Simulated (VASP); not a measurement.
# LiY3 (I4/mmm) in VASP: settings compared

One crystal, LiY3, is run at these levels: RPBE, RPBE+D3, RPBE+D3(BJ), RPBE+D4; tasks: relaxation of cell and atoms, relaxation of the volume alone.

Program: VASP 6.6.1. These are calculated values, not measurements. Logs are shortened: lines on timing, memory, paths and dates and some standing lists are left out, and cuts for length are marked.

### Step 1. The structure

The structure is tetragonal, space group I4/mmm (No. 139). The conventional cell has a = 4.734 Å, b = 4.734 Å, c = 10.653 Å, α = 90.00°, β = 90.00°, γ = 90.00°. Around Y (site symmetry 4/mmm) lie 4 Li at 3.35 Å and 8 Y at 3.56 Å. Y (site symmetry -4m2) is surrounded by 8 Y at 3.35 to 3.56 Å and 4 Li at 3.56 Å. Li (site symmetry 4/mmm) is surrounded by 12 Y at 3.35 to 3.56 Å.

The cell comes from a database or a generator and needn't be the stable form of this composition.

### Step 2. Relaxation of cell and atoms, RPBE

File INCAR:

```
SYSTEM = LiY3
PREC = Accurate
ENCUT = 600
EDIFF = 1E-6
ISMEAR = -1
SIGMA = 0.05
LREAL = .False.
LASPH = .True.
NELM = 80
ALGO = Normal
ISIF = 3
LWAVE = .False.
LCHARG = .False.
GGA = RP
IBRION = 2
NSW = 40
EDIFFG = -0.005
```

File KPOINTS:

```
Automatic mesh
0
Gamma
  6 6 6
  0 0 0
```

File POSCAR:

```
LiY3
1.0
   -2.3671900000      2.3671900000      5.3266430000
    2.3671900000     -2.3671900000      5.3266430000
    2.3671900000      2.3671900000     -5.3266430000
Y Li
3 1
Direct
    0.5000000000      0.5000000000      0.0000000000
    0.2500000000      0.7500000000      0.5000000000
    0.7500000000      0.2500000000      0.5000000000
    0.0000000000      0.0000000000      0.0000000000
```

Potentials or basis: VASP PAW PBE potentials, release 64 (Y_sv, Li_sv).

Run with:

```sh
> cat potpaw_PBE.64/Y_sv/POTCAR potpaw_PBE.64/Li_sv/POTCAR > POTCAR
> mpirun -np 1 vasp_std > vasp.out
```

OUTCAR:

```text
SYSTEM = LiY3
   PREC = Accurate
   ENCUT = 600
   EDIFF = 1E-6
   ISMEAR = -1
   LREAL = .False.
   LASPH = .True.
   NELM = 80
   ISIF = 3
   GGA = RP
   IBRION = 2
   NSW = 40
   EDIFFG = -0.005

 ion  position               nearest neighbor table
   1  0.500  0.500  0.000-   4 3.35   4 3.35   4 3.35   4 3.35   3 3.56   2 3.56   3 3.56   3 3.56
                             2 3.56   2 3.56   3 3.56   2 3.56
   2  0.250  0.750  0.500-   3 3.35   3 3.35   3 3.35   3 3.35   1 3.56   1 3.56   1 3.56   1 3.56

   3  0.750  0.250  0.500-   2 3.35   2 3.35   2 3.35   2 3.35   1 3.56   1 3.56   1 3.56   1 3.56

   4  0.000  0.000  0.000-   1 3.35   1 3.35   1 3.35   1 3.35

  LATTYP: Found a body centered tetragonal cell.
 ALAT       =     4.7343800000
 C/A-ratio  =     2.2501966467

  Lattice vectors:

 A1 = (  -2.3671900000,   2.3671900000,   5.3266430000)
 A2 = (   2.3671900000,  -2.3671900000,   5.3266430000)
 A3 = (   2.3671900000,   2.3671900000,  -5.3266430000)

Analysis of symmetry for initial positions (statically):
=====================================================================
 Subroutine PRICEL returns:
 Original cell was already a primitive cell.

 Routine SETGRP: Setting up the symmetry group for a
 body centered tetragonal supercell.

 Subroutine GETGRP returns: Found 16 space group operations
 (whereof 16 operations were pure point group operations)
 out of a pool of 16 trial point group operations.

The static configuration has the point symmetry D_4h.

Analysis of symmetry for dynamics (positions and initial velocities):
=====================================================================
 Subroutine PRICEL returns:
 Original cell was already a primitive cell.

 Routine SETGRP: Setting up the symmetry group for a
 body centered tetragonal supercell.

 Subroutine GETGRP returns: Found 16 space group operations
 (whereof 16 operations were pure point group operations)
 out of a pool of 16 trial point group operations.

The dynamic configuration has the point symmetry D_4h.

 Subroutine INISYM returns: Found 16 space group operations
 (whereof 16 operations are pure point group operations),
 and found     1 'primitive' translations

----------------------------------------------------------------------------------------

                                     Primitive cell

  volume of cell :     119.3933

  direct lattice vectors                    reciprocal lattice vectors
    -2.367190000  2.367190000  5.326643000     0.000000000  0.211220899  0.093867751
     2.367190000 -2.367190000  5.326643000     0.211220899  0.000000000  0.093867751
     2.367190000  2.367190000 -5.326643000     0.211220899  0.211220899  0.000000000

  length of vectors
     6.291287836  6.291287836  6.291287836     0.231139401  0.231139401  0.298711460

  position of ions in fractional coordinates (direct lattice)
     0.500000000  0.500000000  0.000000000
     0.250000000  0.750000000  0.500000000
     0.750000000  0.250000000  0.500000000
     0.000000000  0.000000000  0.000000000

  ion indices of the primitive-cell ions
   primitive index   ion index
                 1           1
                 2           2
                 3           3
                 4           4

----------------------------------------------------------------------------------------

 KPOINTS: Automatic mesh

Automatic generation of k-mesh.
 Grid dimensions read from file:
 generate k-points for:    6    6    6

 Generating k-lattice:

  Cartesian coordinates                     Fractional coordinates (reciprocal lattice)
     0.000000000  0.035203483  0.015644625     0.166666667 -0.000000000  0.000000000
     0.035203483  0.000000000  0.015644625    -0.000000000  0.166666667  0.000000000
     0.035203483  0.035203483  0.000000000     0.000000000  0.000000000  0.166666667

  Length of vectors
     0.038523234  0.038523234  0.049785243

  Shift w.r.t. Gamma in fractional coordinates (k-lattice)
     0.000000000  0.000000000  0.000000000

 Subroutine IBZKPT returns following result:
 ===========================================

 Found     30 irreducible k-points:

 Following reciprocal coordinates:
            Coordinates               Weight
  0.000000  0.000000  0.000000      1.000000
  0.166667  0.000000 -0.000000      8.000000
  0.333333  0.000000 -0.000000      8.000000
  0.500000  0.000000  0.000000      4.000000
  0.166667  0.166667  0.000000      8.000000
  0.333333  0.166667  0.000000     16.000000
[... 16 lines left out ...]
 -0.333333 -0.333333  0.166667      8.000000
 -0.166667 -0.333333  0.166667      8.000000
 [... further k-points ...]
   k-points           NKPTS =     30   k-points in BZ     NKDIM =     30   number of bands    NBANDS=     22
   number of dos      NEDOS =    301   number of ions     NIONS =      4
   total plane-waves  NPLWV = 125000
   dimension x,y,z NGX =    50 NGY =   50 NGZ =   50
   dimension x,y,z NGXF=   100 NGYF=  100 NGZF=  100
   ions per type =               3   1
   NGX,Y,Z   is equivalent  to a cutoff of  13.21, 13.21, 13.21 a.u.
   NGXF,Y,Z  is equivalent  to a cutoff of  26.42, 26.42, 26.42 a.u.
 SYSTEM =  LiY3
   PREC   = accura    normal or accurate (medium, high low for compatibility)
   ISTART =      0    job   : 0-new  1-cont  2-samecut
   ICHARG =      2    charge: 1-file 2-atom 10-const
   ISPIN  =      1    spin polarized calculation?
   LNONCOLLINEAR =      F non collinear calculations
   LSORBIT =      F    spin-orbit coupling
   LASPH  =      T    aspherical Exc in radial PAW
   ENCUT  =  600.0 eV  44.10 Ry    6.64 a.u.  12.57 12.57 12.57*2*pi/ulx,y,z
   NELM   =     80;   NELMIN=  2; NELMDL= -5     # of ELM steps
   EDIFF  = 0.1E-05   stopping-criterion for ELM
   LREAL  =      F    real-space projection
   EDIFFG = -.5E-02   stopping-criterion for IOM
   NSW    =     40    number of steps for IOM
   IBRION =      2    ionic relax: 0-MD 1-quasi-New 2-CG
   NFREE  =      1    steps in history (QN), initial steepest desc. (CG)
   ISIF   =      3    stress and relaxation
   ISYM   =      2    0-nonsym 1-usesym 2-fastsym
   POTIM  = 0.5000    time-step for ionic-motion
   TEBEG  =    0.0;   TEEND  =   0.0 temperature during run
   PSTRESS=    0.0 pullay stress
   NELECT =      36.0000    total number of electrons
   NUPDOWN=      -1.0000    fix difference up-down
   EMIN   =  10.00;   EMAX   =-10.00  energy-range for DOS
   EFERMI =   0.00;   METHOD = LEGACY
   ISMEAR =    -1;   SIGMA  =   0.05  broadening in eV -4-tet -1-fermi 0-gaus
   EFERMI_NEDOS =   21; number of points for ismear=-14 and -15
   IALGO  =     38    algorithm
   IMIX   =      4    mixing-type and parameters
     AMIX     =   0.40;   BMIX     =  1.00
     AMIX_MAG =   1.60;   BMIX_MAG =  1.00
  volume/ion in A,a.u.               =      29.85       201.43
  Fermi-wavevector in a.u.,A,eV,Ry     =   1.097781  2.074505 16.396697  1.205123
  Thomas-Fermi vector in A             =   2.234147
   LORBIT       =      0    0 simple, 1 ext, 2 COOP (PROOUT), +10 PAW based schemes
   GGA     = RP    functional components
   LHFCALC =     F    Hartree Fock is set to
   AEXX    =    0.0000 exact exchange contribution
   IVDW    =     0    specifies the selected vdW correction
   LEPSILON=     F    determine dielectric tensor
   LRPA    =     F    only Hartree local field effects (RPA)
 conjugate gradient relaxation of ions
 non-spin polarized calculation
  energy-cutoff  :      600.00
  volume of cell :      119.39
 maximum number of plane-waves:      4029
   NGX = 25   NGY = 25   NGZ = 25

--------------------------------------- Ionic step        1  -------------------------------------------

 number of electron      36.0000004 magnetization

 Free energy of the ion-electron system (eV)
  ---------------------------------------------------
  ext. energy  EPLUGINS =         0.00000000
  ---------------------------------------------------
  free energy    TOTEN  =       -19.36905524 eV

  energy without entropy =      -19.31160532  energy(sigma->0) =      -19.34033028

------------------------ aborting loop because EDIFF is reached ----------------------------------------

  FORCE on cell =-STRESS in cart. coord.  units (eV):
  Direction    XX          YY          ZZ          XY          YZ          ZX
  --------------------------------------------------------------------------------------
  -------------------------------------------------------------------------------------
  Total        0.9534186      0.9534186      0.8556694      0.0000000      0.0000000      0.0000000
  in kB       12.7942366     12.7942366     11.4825077      0.0000000      0.0000000      0.0000000
  external PRESSURE =      12.3569936 kB  Pullay stress =       0.0000000 kB

 VOLUME and BASIS-vectors are now :
 -----------------------------------------------------------------------------
  energy-cutoff  :      600.00
  volume of cell :      119.39
      direct lattice vectors                 reciprocal lattice vectors
    -2.367190000  2.367190000  5.326643000     0.000000000  0.211220899  0.093867751
     2.367190000 -2.367190000  5.326643000     0.211220899  0.000000000  0.093867751
     2.367190000  2.367190000 -5.326643000     0.211220899  0.211220899  0.000000000
[... 153 lines left out ...]
 POSITION                                       TOTAL-FORCE (eV/Angst)
 -----------------------------------------------------------------------------------
      0.00000      0.00000      5.38219        -0.000000     -0.000000     -0.000000
      2.40231     -0.00000      2.69110        -0.000000     -0.000000      0.000000
     -0.00000      2.40231      2.69110         0.000000      0.000000     -0.000000
      0.00000      0.00000      0.00000        -0.000000     -0.000000     -0.000000
 -----------------------------------------------------------------------------------
    total drift:                               -0.000000      0.000000      0.000000

  FREE ENERGIE OF THE ION-ELECTRON SYSTEM (eV)
  ---------------------------------------------------
  free  energy   TOTEN  =       -19.3873280093 eV

  energy  without entropy=      -19.3267695971  energy(sigma->0) =      -19.35704880

--------------------------------------- Ionic step        6  -------------------------------------------

 number of electron      36.0000003 magnetization

 Free energy of the ion-electron system (eV)
  ---------------------------------------------------
  ext. energy  EPLUGINS =         0.00000000
  ---------------------------------------------------
  free energy    TOTEN  =       -19.38733776 eV

  energy without entropy =      -19.32607176  energy(sigma->0) =      -19.35670476

 E-fermi :   2.4798     XC(G=0):  -8.7758

 val. band max:        2.4778592188   @ k =   0.5000   0.5000   0.5000
 cond. band min:       2.4908383839   @ k =  -0.1667   0.1667   0.1667
 fundamental gap:      0.0129791652
 Fermi energy:         2.4798100302

 k-point     1 :       0.0000    0.0000    0.0000
  band No.  band energies     occupation
      1     -43.5336      2.00000
      2     -40.5354      2.00000
      3     -40.4207      2.00000
      4     -40.3483      2.00000
      5     -20.6198      2.00000
      6     -20.5908      2.00000
[... 14 lines left out ...]
     21       3.5483      0.00000
     22       3.5911      0.00000
[... 552 lines left out ...]
  band No.  band energies     occupation
      1     -43.5335      2.00000
      2     -40.5313      2.00000
      3     -40.4194      2.00000
      4     -40.3536      2.00000
      5     -20.6159      2.00000
      6     -20.6116      2.00000
[... 14 lines left out ...]
     21       3.4287      0.00000
     22       4.0101      0.00000

 [... further k-points ...]

------------------------ aborting loop because EDIFF is reached ----------------------------------------

  FORCE on cell =-STRESS in cart. coord.  units (eV):
  Direction    XX          YY          ZZ          XY          YZ          ZX
  --------------------------------------------------------------------------------------
  -------------------------------------------------------------------------------------
  Total       -0.0076783     -0.0076783      0.0055526      0.0000000      0.0000000      0.0000000
  in kB       -0.0990283     -0.0990283      0.0716126      0.0000000      0.0000000      0.0000000
  external PRESSURE =      -0.0421480 kB  Pullay stress =       0.0000000 kB

 VOLUME and BASIS-vectors are now :
 -----------------------------------------------------------------------------
  energy-cutoff  :      600.00
  volume of cell :      124.23
      direct lattice vectors                 reciprocal lattice vectors
    -2.405748290  2.405748290  5.366068545     0.000000000  0.207835542  0.093178087
     2.405748290 -2.405748290  5.366068545     0.207835542  0.000000000  0.093178087
     2.405748290  2.405748290 -5.366068545     0.207835542  0.207835542  0.000000000

 POSITION                                       TOTAL-FORCE (eV/Angst)
 -----------------------------------------------------------------------------------
      0.00000      0.00000      5.36607         0.000000      0.000000      0.000000
      2.40575      0.00000      2.68303         0.000000     -0.000000     -0.000000
      0.00000      2.40575      2.68303        -0.000000      0.000000      0.000000
      0.00000      0.00000      0.00000         0.000000      0.000000      0.000000
 -----------------------------------------------------------------------------------
    total drift:                               -0.000000      0.000000      0.000000

  FREE ENERGIE OF THE ION-ELECTRON SYSTEM (eV)
  ---------------------------------------------------
  free  energy   TOTEN  =       -19.3873377571 eV

  energy  without entropy=      -19.3260717553  energy(sigma->0) =      -19.35670476

 reached required accuracy - stopping structural energy minimisation
```

Wall time 5.2 min (1 thread of Intel Xeon 6975P-C (Granite Rapids), shared host); peak memory 0.44 GiB.

What came out:

* Free energy: -19.3873 eV
* Relaxed volume: 31.06 Å³/atom
* Relaxed cell: a = 6.354 Å, b = 6.354 Å, c = 6.354 Å, α = 135.50°, β = 135.50°, γ = 64.75°
* Space group after relaxing (to 0.05 Å): I4/mmm (No. 139)
* Energy gained by relaxing: 4.6 meV/atom
* Ionic steps: 6
* Pressure after relaxing: 0.0 GPa
* Band gap on the k mesh: none (metal or under the smearing width)

The path:
```csv
step,energy change (eV),largest force (eV/Å),pressure (GPa),volume (Å³)
1,0.0000,0.0000,1.24,119.39
2,-0.0177,0.0000,0.19,123.42
3,-0.0182,0.0000,0.00,124.26
4,-0.0182,0.0000,-0.01,124.25
5,-0.0183,0.0000,-0.01,124.24
6,-0.0183,0.0000,0.00,124.23
```

Final structure:
```xyz
4
Lattice="-2.4057 2.4057 5.3661 2.4057 -2.4057 5.3661 2.4057 2.4057 -5.3661" Properties=species:S:1:pos:R:3 pbc="T T T"
Y     0.0000    0.0000    5.3661
Y     2.4057    0.0000    2.6830
Y     0.0000    2.4057    2.6830
Li    0.0000    0.0000    0.0000
```

Caveat: the cutoff is under 1.25 times the usual one of these potentials, so pressure, stress and relaxed cells hold a basis-set (Pulay) error; the PAW data sets were made with another functional, which shifts forces and pressure a little.

### Step 3. Relaxation of cell and atoms, RPBE+D3

INCAR, as its differences from that of step 2:

```diff
@@ -14,2 +14,3 @@
 GGA = RP
+IVDW = 11
 IBRION = 2
```

KPOINTS is that of step 2.

POSCAR is that of step 2.

Potentials or basis: VASP PAW PBE potentials, release 64 (Y_sv, Li_sv).

Run with:

```sh
> cat potpaw_PBE.64/Y_sv/POTCAR potpaw_PBE.64/Li_sv/POTCAR > POTCAR
> mpirun -np 1 vasp_std > vasp.out
```

It took 4.9 min on 1 thread of Intel Xeon 6975P-C (Granite Rapids), shared host; peak memory 0.43 GiB.

It converged, with:

```yaml
Free_energy: -20.9893 eV
Relaxed_volume: 29.89 Å³/atom
Relaxed_cell: a = 6.263 Å, b = 6.263 Å, c = 6.263 Å, α = 135.37°, β = 135.37°, γ = 64.96°
Space_group_after_relaxing_to_0.05_Å: I4/mmm (No. 139)
Energy_gained_by_relaxing: 0.2 meV/atom
Ionic_steps: 5
Pressure_after_relaxing: 0.0 GPa
Band_gap_on_the_k_mesh: none (metal or under the smearing width)
Dispersion_energy_per_atom: -0.405 eV
```

The path:
| step | energy change (eV) | largest force (eV/Å) | pressure (GPa) | volume (Å³) |
| --- | --- | --- | --- | --- |
| 1 | 0.0000 | 0.0000 | 0.06 | 119.39 |
| 2 | -0.0002 | 0.0000 | 0.01 | 119.60 |
| 3 | -0.0003 | 0.0000 | -0.07 | 119.89 |
| 4 | -0.0004 | 0.0000 | -0.05 | 119.80 |
| 5 | -0.0007 | 0.0000 | 0.01 | 119.55 |

Final structure:
```cif
data_structure
_symmetry_space_group_name_H-M 'P 1'
_symmetry_Int_Tables_number 1
_cell_length_a 6.2632
_cell_length_b 6.2632
_cell_length_c 6.2632
_cell_angle_alpha 135.365
_cell_angle_beta 135.365
_cell_angle_gamma 64.963
_cell_volume 119.55
loop_
_atom_site_label
_atom_site_type_symbol
_atom_site_fract_x
_atom_site_fract_y
_atom_site_fract_z
_atom_site_occupancy
Y1 Y 0.50000 0.50000 0.00000 1
Y2 Y 0.25000 0.75000 0.50000 1
Y3 Y 0.75000 0.25000 0.50000 1
Li1 Li 0.00000 0.00000 0.00000 1
```

Levels at points of the mesh, in eV from the Fermi level:
```
           k point  band 15  band 16  band 17  band 18  band 19  band 20  band 21  band 22
(0.00, 0.00, 0.00)    -1.34    -1.19    -0.24     0.18     0.18     0.53     1.15     1.16
(0.50, 0.00, 0.00)    -1.94    -0.93    -0.34    -0.16     0.18     0.47     1.35     1.38
(0.50, 0.50, 0.00)    -1.52    -1.30    -0.89    -0.21     0.40     0.57     0.73     0.98
(0.50, 0.50, 0.50)    -2.56    -1.70    -0.51    -0.25    -0.25    -0.02     1.28     2.29
```

Caveat: the cutoff is under 1.25 times the usual one of these potentials, so pressure, stress and relaxed cells hold a basis-set (Pulay) error; the PAW data sets were made with another functional, which shifts forces and pressure a little; pairwise dispersion overbinds metals, which lowers pressure and volume.

(Continued in part 2 of 2.)
